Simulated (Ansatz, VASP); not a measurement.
# Cross-check of HfGe2N4 (HfGe2N4, 3 layers, AA') between VASP and Ansatz, part 3 of 3

Wanted: the spread between two codes on one cell, functional and k mesh. Of the first pair: The structure shown is the start of the Ansatz relaxation below; VASP solves that cell, so the two are compared at the walk's first step.

VASP 6.6.1 and Ansatz 0.2.0.

So far. Step 4 (Side by side): The forces differ by 28 meV/Å r.m.s., which is 2.2 % of the r.m.s. force of 1.296 eV/Å (both taken over all components). With vacuum in the cell, a pressure given here is an average over mostly empty space and none of the material.

## Step 6: VASP: single point, PBE with D3(BJ), relaxed cell, pair 2

Level of this step: PBE with D3(BJ); plane waves and PAW (N, Ge_d, Hf_pv) (VASP).

The same cell, functional, mesh and smearing now go to VASP, with its own data sets.

Contents of INCAR:

```
SYSTEM = HfGe2N4
PREC = Accurate
ENCUT = 520
EDIFF = 1E-06
NELM = 120
ISMEAR = -1
SIGMA = 0.05
LREAL = .FALSE.
ALGO = Normal
GGA = PE
IVDW = 12
NBANDS = 108
LASPH = .TRUE.
LORBIT = 11
LWAVE = .FALSE.
LCHARG = .FALSE.
ISIF = 2
LDIPOL = .TRUE.
IDIPOL = 3
DIPOL = 0.5 0.5 0.5
LVHAR = .TRUE.
GGA_COMPAT = .FALSE.
EFERMI = MIDGAP
NELMDL = -8
KPAR = 4
```

Contents of POSCAR:

```
HfGe2N4
1.0
    3.1368191531      0.0000000000      0.0000000000
   -1.5684095766      2.7165650737      0.0000000000
    0.0000000000      0.0000000000     90.2408743473
N Ge Hf
12 6 3
Direct
    0.0000000000      0.0000000000      0.3500144249
    0.3333333333      0.6666666667      0.3771193480
    0.3333333333      0.6666666667      0.4041055169
    0.0000000000      0.0000000000      0.4310126519
    0.3333333333      0.6666666667      0.4596074558
    0.0000000000      0.0000000000      0.4865107096
    0.0000000000      0.0000000000      0.5134892904
    0.3333333333      0.6666666667      0.5403925442
    0.0000000000      0.0000000000      0.5689873481
    0.3333333333      0.6666666667      0.5958944831
    0.3333333333      0.6666666667      0.6228806520
    0.0000000000      0.0000000000      0.6499855751
    0.3333333333      0.6666666667      0.3563996700
    0.3333333333      0.6666666667      0.4248035408
    0.0000000000      0.0000000000      0.4658121330
    0.0000000000      0.0000000000      0.5341878670
    0.3333333333      0.6666666667      0.5751964592
    0.3333333333      0.6666666667      0.6436003300
    0.0000000000      0.0000000000      0.3906167859
    0.3333333333      0.6666666667      0.5000000000
    0.0000000000      0.0000000000      0.6093832141
```

Contents of KPOINTS:

```
Automatic mesh
0
Gamma
11 11 1
0 0 0
```

The projector-augmented-wave data sets are N, Ge_d and Hf_pv (PBE family, release 64).

Run with:

```bash
mpirun -np 4 vasp_std
```

Numbers of over 12 decimals in the logs are rounded to 6 here.

What it wrote:

```text
[banner, memory and clock lines left out]
running    4 mpi-ranks, on    1 nodes
[...]
[... a notice as in an earlier step ...]

 LDA part: xc-table for (Slater+PW92), standard interpolation
 [... a notice as in an earlier step ...]

 POSCAR, INCAR and KPOINTS ok, starting setup
[...]
entering main loop
       N       E                     dE             d eps       ncg     rms          rms(c)
DAV:   1     0.250260423864E+04    0.25026E+04   -0.79287E+04  4864   0.232E+03
DAV:   2     0.319000215179E+03   -0.21836E+04   -0.20771E+04  4168   0.714E+02
DAV:   3    -0.149119568123E+03   -0.46812E+03   -0.45530E+03  4448   0.237E+02
DAV:   4    -0.193452044703E+03   -0.44332E+02   -0.43695E+02  4168   0.878E+01
[...]
DAV:  28    -0.166374880916E+03   -0.10778E-05   -0.22561E-08  2272   0.752E-04    0.748E-05
DAV:  29    -0.166374881931E+03   -0.10153E-05   -0.11861E-08  2232   0.458E-04    0.531E-05
DAV:  30    -0.166374882193E+03   -0.26145E-06   -0.29278E-09  2144   0.468E-04
   1 F= -.17155088E+03 E0= -.17155088E+03  d E =-.314904E-06
```

From OUTCAR (step 6):

```text
 Edisp (eV)   -5.17600

  Total      -1.48680    -1.48680    -1.41457     0.00000     0.00000    -0.00000
  in kB      -3.09777    -3.09777    -2.94728     0.00000     0.00000    -0.00000
  external pressure =       -3.05 kB  Pullay stress =        0.00 kB

 POSITION                                       TOTAL-FORCE (eV/Angst)
 -----------------------------------------------------------------------------------
      0.00000      0.00000     31.58561        -0.000000     -0.000000      0.018192
     -0.00000      1.81104     34.03158         0.000000     -0.000000      0.085852
     -0.00000      1.81104     36.46684         0.000000     -0.000000     -0.084961
      0.00000      0.00000     38.89496        -0.000000      0.000000     -0.016210
     -0.00000      1.81104     41.47538        -0.000000      0.000000      0.016408
      0.00000      0.00000     43.90315         0.000000     -0.000000      0.085226
      0.00000      0.00000     46.33772        -0.000000     -0.000000     -0.085226
     -0.00000      1.81104     48.76550        -0.000000      0.000000     -0.016408
      0.00000      0.00000     51.34592         0.000000      0.000000      0.016210
     -0.00000      1.81104     53.77404         0.000000     -0.000000      0.084961
     -0.00000      1.81104     56.20929         0.000000      0.000000     -0.085852
      0.00000      0.00000     58.65527        -0.000000     -0.000000     -0.018192
     -0.00000      1.81104     32.16182         0.000000     -0.000000      0.009302
     -0.00000      1.81104     38.33464         0.000000      0.000000     -0.012046
[...]
-----------------------------------------------------------------------------------
    total drift:                               -0.000001      0.000000     -0.000000

  FREE ENERGIE OF THE ION-ELECTRON SYSTEM (eV)
  ---------------------------------------------------
  free  energy   TOTEN  =      -171.5508783646 eV

  energy  without entropy=     -171.5508780497  energy(sigma->0) =     -171.55087821

[... 1 part as in an earlier step ...]

[... 2 further parts left out ...]
[key lines of the parts left out:]
E-fermi :  -1.9324
```

## Step 7: Comparison

What differs besides the data sets and the points named for the pairs above, as far as they apply: the data sets hold 222 valence electrons in Ansatz (on its default PAW (the set named soft_2) files) and 174 in VASP. Total energies have different zeros and are not compared.

Compared:

```
              quantity  Ansatz   VASP  difference
gap on the k mesh (eV)   1.218  1.222      -0.004
```

Forces on 7 of the 21 atoms, those with the largest forces and the largest differences (eV/Å; atoms numbered as in POSCAR):

```csv
atom,"Ansatz x, y, z","VASP x, y, z"
N1,"0.000, 0.000, 0.000","0.000, 0.000, 0.018"
N2,"0.000, 0.000, 0.000","0.000, 0.000, 0.086"
N3,"0.000, 0.000, 0.000","0.000, 0.000, -0.085"
N6,"0.000, 0.000, 0.000","0.000, 0.000, 0.085"
N7,"0.000, 0.000, 0.000","0.000, 0.000, -0.085"
N10,"0.000, 0.000, 0.000","0.000, 0.000, 0.085"
N11,"0.000, 0.000, 0.000","0.000, 0.000, -0.086"
```

The forces differ by 27 meV/Å r.m.s., where the r.m.s. force is 0.000 eV/Å in Ansatz and 0.027 eV/Å in VASP: the atoms lie near their places of rest in Ansatz, so a percentage would say little (all taken over all components). A gap on the mesh is an upper bound, since the band edges may lie between its points; neither run holds spin-orbit coupling, which can move the band edges of a compound of Hf. With vacuum in the cell, a pressure given here is an average over mostly empty space and none of the material.

## Step 8: What the set-up changes

Further runs change the set-up of one program: Ansatz's method, potentials or start, or VASP's data sets, cutoff or form of LDA. The table gives Ansatz less VASP for each quantity, since a change that brings one quantity closer may part another.

| run | r.m.s. force difference (meV/Å) | gap on the k mesh (eV) |
| --- | --- | --- |
| as above | 27 | -0.0045 |
| VASP with the data sets N, Ge_sv_GW and Hf_pv and a cutoff of 540 eV | 26 | -0.0094 |

## Step 9: Summary of results

```yaml
r_m_s_force_difference_single_point_pbe_with_d3_bj_start_cell_pair_1: 2.2 % of the r.m.s. force
r_m_s_force_difference_single_point_pbe_with_d3_bj_relaxed_cell_pair_2: 27 meV/Å
```

What this shows: The r.m.s. force difference is 27 meV/Å (single point, PBE with D3(BJ), relaxed cell, pair 2), beyond the 12 meV/Å picked in this series as the mark of a large difference. The data sets hold unlike numbers of valence electrons (222 in Ansatz and 174 in VASP), so part of the differences comes from the potentials. Single point, PBE with D3(BJ), relaxed cell, pair 2, VASP with the data sets N, Ge_sv_GW and Hf_pv and a cutoff of 540 eV: the difference in gap on the k mesh goes from -0.0045 to -0.0094 eV. How closely two codes agree says nothing of how well the functional describes the real material.

[Lines on the potential files, build, host, timing and source positions are cut from VASP's logs without a mark.]

[Logs are printed without paths, hosts, clocks, repeated set-up lines and the standing remarks that a program may print on its own settings, such as how far it seeks lower states.]

[Hosts, paths, dates, database ids (printed as entryN), source tags and the programs' standing remarks are cut or masked in the printed files.]
